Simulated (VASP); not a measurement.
OSZICAR of a VASP run on Si (diamond):

OSZICAR:
```
       N       E                     dE             d eps       ncg     rms          rms(c)
DAV:   1     0.761528544419E+01    0.76153E+01   -0.32910E+03   464   0.755E+02
DAV:   2    -0.107508836101E+02   -0.18366E+02   -0.18001E+02   696   0.826E+01
DAV:   3    -0.110136043348E+02   -0.26272E+00   -0.26272E+00   616   0.124E+01
DAV:   4    -0.110150070651E+02   -0.14027E-02   -0.14027E-02   728   0.901E-01
DAV:   5    -0.110150080061E+02   -0.94097E-06   -0.94089E-06   600   0.212E-02    0.475E+00
DAV:   6    -0.108985900424E+02    0.11642E+00   -0.75928E-02   592   0.144E+00    0.290E+00
DAV:   7    -0.108447182641E+02    0.53872E-01   -0.14582E-01   576   0.213E+00    0.174E-01
DAV:   8    -0.108458392813E+02   -0.11210E-02   -0.38886E-03   536   0.473E-01    0.747E-02
DAV:   9    -0.108460411113E+02   -0.20183E-03   -0.19837E-04   648   0.110E-01    0.543E-02
DAV:  10    -0.108460676568E+02   -0.26545E-04   -0.30606E-05   552   0.415E-02    0.795E-03
DAV:  11    -0.108460675241E+02    0.13272E-06   -0.61209E-07   664   0.557E-03
   1 F= -.10846068E+02 E0= -.10846068E+02  d E =-.108461E+02
```

Task: Which electronic solver shows in the log?

Result: It is blocked Davidson (ALGO = Normal, or the opening steps of other solvers). The INCAR had ALGO = Normal.

Task: Can the final energy be trusted as converged?

Result: The calculation finished and met its thresholds. It stopped with EDIFF = 1E-6, NELM = 100, NSW = 40 and EDIFFG = -0.02 after 1 ionic step (PBE GGA, plane waves, VASP's PBE PAW potentials (set 64)).

The compound is Si in the diamond structure. It was relaxed first.
